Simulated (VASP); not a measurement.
Al:

```xyz
1
Lattice="0.0000 2.0248 2.0248 2.0248 0.0000 2.0248 2.0248 2.0248 0.0000" Properties=species:S:1:pos:R:3 pbc="T T T"
Al    0.0000    0.0000    0.0000
```

```yaml
Program: VASP 6.6.1
Task: relaxation of cell and atoms
Functional: PBEsol
Potentials_or_basis: VASP PAW PBE potentials, release 64 (Al)
Cutoff: 600 eV
k_mesh: 16 × 16 × 16
Occupations: methfessel-paxton, width 0.1 eV
Spin: no spin polarisation
```

At the start: pressure -2.0 GPa; volume 16.60 Å³/atom.

Where does the relaxation end?

Over 3 steps the energy falls by 2.7 meV/atom and the volume is 16.19 Å³/atom (-2.5 %); space group Fm-3m (No. 225, to 0.05 Å).

The path:
```
step  energy change (eV)  largest force (eV/Å)  pressure (GPa)  volume (Å³)
   1              0.0000                0.0000           -2.01        16.60
   2             -0.0026                0.0000            0.43        16.11
   3             -0.0027                0.0000            0.00        16.19
```

Final structure:
```
CELL_PARAMETERS angstrom
0.00000 2.00782 2.00782
2.00782 0.00000 2.00782
2.00782 2.00782 0.00000
ATOMIC_POSITIONS crystal
Al 0.00000 0.00000 0.00000
```

Caveat: the PAW data sets were made with another functional, which shifts forces and pressure a little.
